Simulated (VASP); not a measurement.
An input for Quantum ESPRESSO's pw.x (written as the equivalent of a VASP run, and not itself run):

```
&CONTROL
  calculation = 'scf'
  pseudo_dir = './pseudo'
  outdir = './out'
  tprnfor = .true.
  tstress = .true.
/
&SYSTEM
  ibrav = 0
  nat = 2
  ntyp = 2
  ecutwfc = 88
  occupations = 'smearing'
  smearing = 'gaussian'
  degauss = 0.003675
  input_dft = 'rpbe'
/
&ELECTRONS
  conv_thr = 7.3e-09
  electron_maxstep = 100
/
ATOMIC_SPECIES
  Na 22.990 Na.upf
  I 126.904 I.upf
CELL_PARAMETERS angstrom
     0.0000000    3.4181095    3.4181095
     3.4181095    0.0000000    3.4181095
     3.4181095    3.4181095    0.0000000
ATOMIC_POSITIONS crystal
  Na   0.0000000  0.0000000  0.0000000
  I    0.5000000  0.5000000  0.5000000
K_POINTS automatic
  7 7 7 0 0 0
```

### Question
Translate this input to VASP (INCAR, KPOINTS, POSCAR, choice of POTCAR).

### Answer
Several could match; the one computed here: 
**INCAR**
```
ALGO = Normal
EDIFF = 1E-7
ENCUT = 520
GGA = RP
ISIF = 2
ISMEAR = 0
LASPH = .True.
LCHARG = .False.
LMAXMIX = 4
LREAL = .False.
LWAVE = .False.
NELM = 100
PREC = Accurate
SIGMA = 0.05
SYSTEM = NaI
```

**KPOINTS**
```
Regular mesh
0
Gamma
 7 7 7
```

### POSCAR
```
NaI
1
    0.0000000000     3.4181095103     3.4181095103
    3.4181095103     0.0000000000     3.4181095103
    3.4181095103     3.4181095103     0.0000000000
Na I
1 1
Direct
  0.0000000000   0.0000000000   0.0000000000
  0.5000000000   0.5000000000   0.5000000000
```

POTCAR, in this order: Na_pv I (PBE.64 set). Program: vasp_std.

Limits of the translation: the potentials are each code's own (VASP's PAW set, PseudoDojo norm-conserving files in pw.x), so ENCUT and ecutwfc are chosen apart and not converted; conv_thr bounds pw.x's estimated SCF error, while EDIFF bounds the energy change between steps.

The compound is NaI in the rock salt structure. This cell is one point of a volume scan, at 1.06 of the reference volume.
